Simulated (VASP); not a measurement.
Level of theory: vdW-DF2, VASP's PBE PAW potentials (set 64) (plane waves; VASP).

VASP input:

**INCAR**
```
# general
SYSTEM   = Cs
PREC     = Accurate
ENCUT    = 520
LREAL    = .FALSE.
LASPH    = .TRUE.

# electronic loop
EDIFF    = 1E-7
NELM     = 100
ALGO     = Normal
LMAXMIX  = 4

# smearing
ISMEAR   = 1
SIGMA    = 0.1

# functional
GGA      = ML
LUSE_VDW = .TRUE.
AGGAC    = 0.0
ZAB_VDW  = -1.8867

# ions
ISIF     = 2

# output
LWAVE    = .FALSE.
LCHARG   = .FALSE.
```

### KPOINTS
```
Automatic mesh
0
G
  9 9 9
```

**POSCAR**
```
Cs
2.9302180
 -0.9999998959   0.9999998959   0.9999998959
  0.9999998959  -0.9999998959   0.9999998959
  0.9999998959   0.9999998959  -0.9999998959
Cs
1
Cart
  0.0000000000   0.0000000000   0.0000000000
```

POTCAR, in this order: Cs_sv (PBE.64 set). Program: vasp_std.

The resulting files:

### OSZICAR
```
       N       E                     dE             d eps       ncg     rms          rms(c)
DAV:   1     0.565915575763E+02    0.56592E+02   -0.30502E+03   560   0.801E+02
DAV:   2     0.613039271338E+01   -0.50461E+02   -0.50061E+02   768   0.123E+02
DAV:   3     0.186023636811E+01   -0.42702E+01   -0.42695E+01   576   0.452E+01
DAV:   4     0.180737065200E+01   -0.52866E-01   -0.52866E-01  1032   0.606E+00
DAV:   5     0.180734129293E+01   -0.29359E-04   -0.29359E-04   672   0.942E-02    0.356E-01
DAV:   6     0.181329326484E+01    0.59520E-02   -0.81062E-03   840   0.577E-01    0.199E-01
DAV:   7     0.181548294192E+01    0.21897E-02   -0.80520E-03   760   0.590E-01    0.607E-02
DAV:   8     0.181552677157E+01    0.43830E-04   -0.25296E-04   864   0.135E-01    0.912E-03
DAV:   9     0.181551323715E+01   -0.13534E-04   -0.23028E-05   776   0.307E-02    0.369E-03
DAV:  10     0.181550503897E+01   -0.81982E-05   -0.23763E-05   672   0.316E-02    0.137E-03
DAV:  11     0.181550286368E+01   -0.21753E-05   -0.11097E-05   688   0.226E-02    0.204E-04
DAV:  12     0.181550277488E+01   -0.88798E-07   -0.48109E-07   960   0.477E-03
   1 F= 0.18155028E+01 E0= 0.18161884E+01  d E =-.205700E-02
```

File OUTCAR:
```
------------------------ aborting loop because EDIFF is reached ----------------------------------------
  FORCE on cell =-STRESS in cart. coord.  units (eV):
  Direction    XX          YY          ZZ          XY          YZ          ZX
  --------------------------------------------------------------------------------------
  Total        0.1099058      0.1099058      0.1099058      0.0000000     -0.0000000     -0.0000000
  in kB        1.7497326      1.7497326      1.7497326      0.0000000     -0.0000000     -0.0000000
  external PRESSURE =       1.7497326 kB  Pullay stress =       0.0000000 kB
  volume of cell :      100.64
      direct lattice vectors                 reciprocal lattice vectors
    -2.930217695  2.930217695  2.930217695     0.000000000  0.170635786  0.170635786
     2.930217695 -2.930217695  2.930217695     0.170635786  0.000000000  0.170635786
     2.930217695  2.930217695 -2.930217695     0.170635786  0.170635786  0.000000000
 POSITION                                       TOTAL-FORCE (eV/Angst)
 -----------------------------------------------------------------------------------
      0.00000      0.00000      0.00000         0.000000      0.000000      0.000000
 -----------------------------------------------------------------------------------
    total drift:                                0.000000     -0.000000     -0.000000
  FREE ENERGIE OF THE ION-ELECTRON SYSTEM (eV)
  ---------------------------------------------------
  free  energy   TOTEN  =         1.8155027749 eV

  energy  without entropy=        1.8175597735  energy(sigma->0) =        1.81618844
```
(Selected blocks of OUTCAR.)

The compound is Cs in the bcc structure. This cell is one point of a volume scan, at 0.94 of the reference volume.
